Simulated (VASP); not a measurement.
Method: PBEsol GGA, VASP's PBE PAW potentials (set 64) (plane waves; VASP).

The input files of a VASP run:

**KPOINTS**
```
kpoints
0
Gamma
 12 12 7
```

INCAR:
```
# general
SYSTEM = Mg
PREC   = Accurate
ENCUT  = 520   # plane-wave cut-off (eV)
LREAL  = .FALSE.   # projection in real space or not
LASPH  = .TRUE.   # aspherical one-centre terms

# electronic loop
EDIFF  = 1E-6   # SCF stop (eV)
NELM   = 100   # most electronic steps
ALGO   = Normal

# smearing
ISMEAR = 1
SIGMA  = 0.1   # width (eV)

# functional
GGA    = PS

# ions
IBRION = 2
NSW    = 60
ISIF   = 3   # ions, shape and volume
EDIFFG = -0.01

# output
LWAVE  = .FALSE.
LCHARG = .FALSE.
```

### POSCAR
```
Mg
1
    1.5954396252    -2.7633829370    -0.0000000000
    1.5954396252     2.7633829370    -0.0000000000
    0.0000000000    -0.0000000000     5.0913972962
Mg
2
Direct
  0.3333330000   0.6666670000   0.2500000000
  0.6666670000   0.3333330000   0.7500000000
```

POTCAR, in this order: Mg (PBE.64 set). Program: vasp_std.

Output

OSZICAR:
```
       N       E                     dE             d eps       ncg     rms          rms(c)
DAV:   1    -0.541534045688E+00   -0.54153E+00   -0.13200E+03   912   0.477E+02
DAV:   2    -0.344480885160E+01   -0.29033E+01   -0.27249E+01  1236   0.289E+01
DAV:   3    -0.346927968159E+01   -0.24471E-01   -0.23856E-01  1302   0.334E+00
DAV:   4    -0.346933645836E+01   -0.56777E-04   -0.56777E-04  1272   0.148E-01
DAV:   5    -0.346933680783E+01   -0.34947E-06   -0.34940E-06  1260   0.911E-03    0.967E-01
DAV:   6    -0.345880281956E+01    0.10534E-01   -0.54047E-04  1134   0.228E-01    0.615E-01
DAV:   7    -0.344925493833E+01    0.95479E-02   -0.22763E-03  1020   0.413E-01    0.314E-02
DAV:   8    -0.344925931354E+01   -0.43752E-05   -0.13707E-05  1482   0.336E-02    0.634E-03
DAV:   9    -0.344925892150E+01    0.39204E-06   -0.93580E-07  1014   0.614E-03
   1 F= -.34492589E+01 E0= -.34494052E+01  d E =-.344926E+01
```

File OUTCAR:
```
------------------------ aborting loop because EDIFF is reached ----------------------------------------
  FORCE on cell =-STRESS in cart. coord.  units (eV):
  Direction    XX          YY          ZZ          XY          YZ          ZX
  --------------------------------------------------------------------------------------
  Total        0.0135594      0.0135594      0.0007644     -0.0000000     -0.0000000      0.0000000
  in kB        0.4839090      0.4839092      0.0272792     -0.0000000     -0.0000000      0.0000000
  external PRESSURE =       0.3316991 kB  Pullay stress =       0.0000000 kB
  volume of cell :       44.89
      direct lattice vectors                 reciprocal lattice vectors
     1.595439625 -2.763382937  0.000000000     0.313393244 -0.180937645  0.000000000
     1.595439625  2.763382937  0.000000000     0.313393244  0.180937645  0.000000000
     0.000000000  0.000000000  5.091397296     0.000000000  0.000000000  0.196409736
 POSITION                                       TOTAL-FORCE (eV/Angst)
 -----------------------------------------------------------------------------------
      1.59544      0.92113      1.27285         0.000000      0.000000      0.000000
      1.59544     -0.92113      3.81855        -0.000000     -0.000000      0.000000
 -----------------------------------------------------------------------------------
    total drift:                               -0.000001     -0.000006      0.000001
  FREE ENERGIE OF THE ION-ELECTRON SYSTEM (eV)
  ---------------------------------------------------
  free  energy   TOTEN  =        -3.4492589215 eV

  energy  without entropy=       -3.4496976717  energy(sigma->0) =       -3.44940517

 reached required accuracy - stopping structural energy minimisation
```
(Selected blocks of OUTCAR.)

The compound is Mg in the hcp structure. It was relaxed first. The start is the result of an earlier pass.
